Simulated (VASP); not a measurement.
Here is the system:

```xyz
4
Lattice="3.5812 0.0000 0.0000 0.0000 3.5812 0.0000 0.0000 0.0000 3.5812" Properties=species:S:1:pos:R:3 pbc="T T T"
Fe     0.0000     0.0000     0.0000
Ni     0.0000     1.7906     1.7906
Ni     1.7906     0.0000     1.7906
Ni     1.7906     1.7906     0.0000
```
Starting moments (μB, in the order of the record's atoms Fe Ni Ni Ni): 3.0 0.7 0.7 0.7.

The numbers are results of RPBE GGA, VASP's PBE PAW potentials (set 64) (plane waves; VASP 6.6.1), not measurements. Numerical set-up: 520 eV cut-off, 10×10×10 Γ-centred mesh, tetrahedra with Blöchl corrections, potentials Fe Ni.

The cores are frozen, which limits the accuracy of field gradients.

Give the principal components of the electric field gradient (V/Å²) and the asymmetry η at each nucleus.

```tsv
atom	Vxx	Vyy	Vzz	η
Fe1	0.0	0.0	0.0	-
Ni2	-1.7	-1.7	3.4	0.00
Ni3	-1.7	-1.7	3.4	0.00
Ni4	-1.7	-1.7	3.4	0.00
```

The compound is Ni3Fe in the L1_2 structure. It was relaxed first.
